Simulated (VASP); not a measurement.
Here is a VASP 6.6.1 calculation.

The input INCAR:

```
  ALGO = Normal
  EDIFF = 1E-7
  EDIFFG = -0.04
  ENCUT = 600
  GGA = PE
  IBRION = 2
  ISIF = 3
  ISMEAR = 0
  LASPH = True
  LCHARG = False
  LREAL = False
  LWAVE = False
  NELM = 100
  NSW = 90
  PREC = Accurate
  SIGMA = 0.1
```

Contents of KPOINTS:

```
k-points
0
Gamma
  4 4 4
```

The input POSCAR:

```
Hf2SiN2
1.0
    3.9661114300      0.0000000000      0.0000000000
    0.0000000000      3.9661114300      0.0000000000
    0.0000000000      0.0000000000      4.1159518100
Hf Si N
2 1 2
Direct
    0.5000000000      0.0000000000      0.5000000000
    0.0000000000      0.5000000000      0.5000000000
    0.0000000000      0.0000000000      0.5000000000
    0.5000000000      0.0000000000      0.0000000000
    0.0000000000      0.5000000000      0.0000000000
```

Potentials or basis: VASP PAW PBE potentials, release 64 (Hf_pv, Si, N).

Run with:

```bash
$ cat potpaw_PBE.64/Hf_pv/POTCAR potpaw_PBE.64/Si/POTCAR potpaw_PBE.64/N/POTCAR > POTCAR
$ mpirun -np 1 vasp_std > vasp.out
```

What does it give for the space group after relaxing (to 0.05 Å)?

P4/mmm (No. 123).

Estimate the band gap on the k mesh.

none (metal or under the smearing width).

Estimate the relaxed volume.

22.20 Å³/atom.

Stress tensor (GPa, compression positive):
```
 0.28  0.00  0.00
 0.00  0.28  0.00
 0.00  0.00 -0.10
```

Caveat: the k mesh is coarse (spacing up to 0.40 Å⁻¹), so the values aren't converged; the volume moved by over 15 % at a fixed basis, so the end points are rough. The run has no spin-orbit coupling, so splittings on Hf are missing.
